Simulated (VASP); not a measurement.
Te₂Mo: the band gap from VASP (plane waves, PAW) at several levels of theory. Gaps are without spin-orbit coupling. Each level names its cell: its own relaxed one, PBE's, or the starting one. A gap is the smallest over the k-mesh and a band path; hybrids may have named points in place of the path, and GW has the mesh alone. The cell holds a wide vacuum, so values per volume refer to the whole cell.

```tsv
level	band gap (eV)
r2SCAN (own cell)	1.13
HSE06 (PBE cell)	1.52
```

The cell of the r2SCAN (own cell) run:

```yaml
crystal:
  lattice:
    - [3.56031, 0.00000, 0.00000]
    - [-1.78016, 3.08332, 0.00000]
    - [0.00000, 0.00000, 17.49005]
  atoms:
    - { symbol: Te, position: [0.33333, 0.66667, 0.89764] }
    - { symbol: Te, position: [0.33333, 0.66667, 0.10236] }
    - { symbol: Mo, position: [0.00000, 0.00000, 0.00000] }
```

Only levels that ran to the end are used. Left out are those held back, those with too coarse a band path, GW runs whose mesh misses a band edge, hybrids' fits of cells that aren't cubic and levels without matching references; a question may draw on a part of the rest.

The cell is a sheet or thin cut with vacuum, built from a database entry that may be metastable or hypothetical.
